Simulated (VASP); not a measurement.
# BPd4: band structure with SCAN

BPd4:

```xyz
5
Lattice="2.8920 0.0000 0.0000 0.0000 4.3650 0.0000 0.0000 0.0000 5.8563" Properties=species:S:1:pos:R:3 pbc="T T T"
Pd    1.4460    0.0000    1.1571
Pd    0.0000    0.0000    3.6278
Pd    0.0000    2.1825    1.9277
Pd    1.4460    2.1825    5.0807
B     1.4460    0.0000    5.0553
```

The cell comes from a database or a generator and needn't be the stable form of this composition.

```json
{
 "Program": "VASP 6.6.1",
 "Task": "band structure",
 "Functional": "SCAN",
 "Potentials or basis": "VASP PAW PBE potentials, release 64 (Pd, B)",
 "Cutoff": "520 eV",
 "k mesh": "7 × 5 × 4",
 "Occupations": "fermi-dirac, width 0.05 eV",
 "Spin": "no spin polarisation",
 "Further INCAR settings": "ALGO = Normal; EDIFF = 1e-06; NBANDS = 30"
}
```

```
Pressure                : -6.7 GPa
Largest force           : 0.326 eV/Å
Band gap along the path : none (metal or under the smearing width)
```

Forces in eV/Å, atoms in the order of the input:
```
Pd   0.000  0.000 -0.326
Pd   0.000  0.000  0.204
Pd   0.000  0.000 -0.001
Pd   0.000  0.000  0.138
B    0.000  0.000 -0.015
```

Stress tensor (GPa, compression positive):
```
-6.22  0.00  0.00
 0.00 -6.96  0.00
 0.00  0.00 -6.80
```

Levels at the corners of the path, in eV from the Fermi level:
```
point  band 19  band 20  band 21  band 22  band 23  band 24
    Γ    -1.31    -0.88    -0.61    -0.26     0.05     0.46
    X    -0.65    -0.37     0.43     0.49     1.86     2.67
    X    -0.65    -0.37     0.43     0.49     1.86     2.67
    S    -0.43    -0.08     0.86     1.54     2.43     2.52
    S    -0.43    -0.08     0.86     1.54     2.43     2.52
    Y    -1.03    -0.96    -0.92    -0.74    -0.52     1.55
    Y    -1.03    -0.96    -0.92    -0.74    -0.52     1.55
    Γ    -1.31    -0.88    -0.61    -0.26     0.05     0.46
    Γ    -1.31    -0.88    -0.61    -0.26     0.05     0.46
    Z    -1.34    -1.20    -0.91     0.03     1.69     2.04
    Z    -1.34    -1.20    -0.91     0.03     1.69     2.04
    U    -0.62    -0.35     0.00     0.60     1.63     2.54
    U    -0.62    -0.35     0.00     0.60     1.63     2.54
    R    -0.68    -0.22    -0.19     1.12     2.36     2.60
    R    -0.68    -0.22    -0.19     1.12     2.36     2.60
    T    -1.04    -0.95    -0.86    -0.53    -0.47    -0.13
    T    -1.04    -0.95    -0.86    -0.53    -0.47    -0.13
    Z    -1.34    -1.20    -0.91     0.03     1.69     2.04
    Y    -1.03    -0.96    -0.92    -0.74    -0.52     1.55
    T    -1.04    -0.95    -0.86    -0.53    -0.47    -0.13
    U    -0.62    -0.35     0.00     0.60     1.63     2.54
    X    -0.65    -0.37     0.43     0.49     1.86     2.67
    S    -0.43    -0.08     0.86     1.54     2.43     2.52
    R    -0.68    -0.22    -0.19     1.12     2.36     2.60
```

Wall time 8.4 min on 1 thread of Intel(R) Xeon(R) Platinum 8488C (Sapphire Rapids), with other jobs on the host, peak memory 0.25 GiB.

Caveat: the PAW data sets were made with another functional, which shifts forces and pressure a little.
